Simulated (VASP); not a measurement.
Consider the following.

```
Ta
1.0
   -1.67793     1.67793     1.67793
    1.67793    -1.67793     1.67793
    1.67793     1.67793    -1.67793
Ta
1
Direct
  0.00000   0.00000   0.00000
```

Computed with PBE GGA, VASP's PBE PAW potentials (set 64) (plane waves; VASP 6.6.1). Numerical set-up: 300 eV cut-off, 18×18×18 Γ-centred mesh, Fermi-Dirac smearing of 0.14 eV, potentials Ta_pv.

At this cut-off the stress carries a Pulay error, which pulls relaxed volumes low. Energy and stress use the plane-wave basis of the starting cell.

Question: The ions, cell shape and volume are relaxed. What does this cell relax into?

Answer: 
```
Ta
1.0
   -1.65942     1.65942     1.65942
    1.65942    -1.65942     1.65942
    1.65942     1.65942    -1.65942
Ta
1
Direct
  0.00000   0.00000   0.00000
```
Space group Im-3m (229), at a tolerance of 0.03 Å.

Question: How do energy and volume change from the first to the last step?

Answer: The energy (σ→0) changes by -13.8 meV/atom and the volume by -3.3 %, in 4 ionic steps.

| step | E(σ→0) (eV) | max force (eV/Å) | pressure (GPa) | volume (Å³) |
|---|---|---|---|---|
| 1 | -11.7974 | 0.000 | -6.16 | 18.90 |
| 2 | -11.7510 | 0.000 | 16.67 | 16.98 |
| 3 | -11.8111 | 0.000 | -0.16 | 18.29 |
| 4 | -11.8111 | 0.000 | -0.03 | 18.28 |

The structure comes from a computed database's Ta entry; how it stands against other phases isn't given here. This run relaxes it. Symmetry was kept, so distortions that lower it aren't found. The run is one of a series of settings (EDIFFG = -0.01, IBRION = 2, ISIF = 3, NSW = 50 against the base run), some of them coarse on purpose.
